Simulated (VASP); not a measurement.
Consider the following.

```
Mo
1.0
   -1.57500     1.57500     1.57500
    1.57500    -1.57500     1.57500
    1.57500     1.57500    -1.57500
Mo
1
Direct
  0.00000   0.00000   0.00000
```

Calculation: rev-vdW-DF2, VASP's PBE PAW potentials (set 64) (plane waves; VASP). Numerical set-up: 520 eV cut-off, Gaussian smearing of 0.050 eV, potentials Mo_sv.

Problem. What does the run give for the band gap (along the path) with the smallest direct gap where there is one?

Solution. 
| Property | Result |
|---|---|
| band gap (along the path) | none (metal, semimetal or under 0.01 eV) |

Total energies compare only between runs with the same potentials, cut-off and functional.

The compound is Mo in the bcc structure. The cell was not relaxed at this level.
